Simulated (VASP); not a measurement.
Wanted: the native input for a VASP 6.6.1 run.

- Task: single point
- Functional: PBE
- Potentials or basis: VASP PAW PBE potentials, release 64 (C, Mg)
- Cutoff: 520 eV
- k mesh: 2 × 2 × 1
- Occupations: gaussian, width 0.02 eV
- Spin: no spin polarisation
- Dipole correction: no
- Further INCAR settings: LREAL = Auto; ALGO = Fast; EDIFF = 1e-07; NBANDS = 52

The structure of MgC18 lies in POSCAR:

```
MgC18
1.0
    7.3980000000      0.0000000000      0.0000000000
   -3.6990000000      6.4068560000      0.0000000000
    0.0000000000      0.0000000000     11.0000000000
C Mg
18 1
Direct
   -0.0006012042      0.0016380889      0.0806129091
    0.2206619346      0.1122652046      0.0806689091
   -0.0024275760      0.3353373324      0.0806639091
    0.2224910798      0.4477967040      0.0806892727
   -0.0002244418      0.6704900188      0.0806618182
    0.2202823948      0.7807486230      0.0807372727
    0.3309107494      0.0020072248      0.0807315455
    0.5558317241      0.1144669086      0.0807221818
    0.3331188145      0.3371800459      0.0806713636
    0.5536117933      0.4474174228      0.0806537273
    0.3327430098      0.6682889392      0.0807109091
    0.5539899183      0.7789179279      0.0806840909
    0.6664500285      0.0038376077      0.0806781818
    0.8869409970      0.1140934024      0.0806226364
    0.6660720028      0.3349577390      0.0806889091
    0.8873167385      0.4455734607      0.0806636364
    0.6642242085      0.6686630697      0.0806274545
    0.8891391046      0.7811197879      0.0805990909
    1.0560224723      0.8884415383      0.4542759091
```

The cell was built by a generator and needn't be a form met in nature.

One way to write it, as run:

INCAR

```
SYSTEM = MgC18
PREC = Accurate
ENCUT = 520
EDIFF = 1E-7
ISMEAR = 0
SIGMA = 0.02
LREAL = Auto
LASPH = .True.
NELM = 100
ALGO = Fast
ISIF = 2
LWAVE = .False.
LCHARG = .False.
GGA = PE
NBANDS = 52
```

KPOINTS

```
Automatic mesh
0
Gamma
  2 2 1
  0 0 0
```

Potentials or basis: VASP PAW PBE potentials, release 64 (C, Mg).

Launch:

```console
$ cat potpaw_PBE.64/C/POTCAR potpaw_PBE.64/Mg/POTCAR > POTCAR
$ mpirun -np 1 vasp_std > vasp.out
```

Results of the run:

- Largest force: 0.012 eV/Å
- Band gap on the k mesh: 0.22 eV, direct

Caveat: the k mesh is coarse (spacing up to 0.49 Å⁻¹), so the values aren't converged.

It took 2.8 min on 1 thread of Intel(R) Xeon(R) Platinum 8559C (Emerald Rapids) (shared host), peak memory 0.57 GiB.
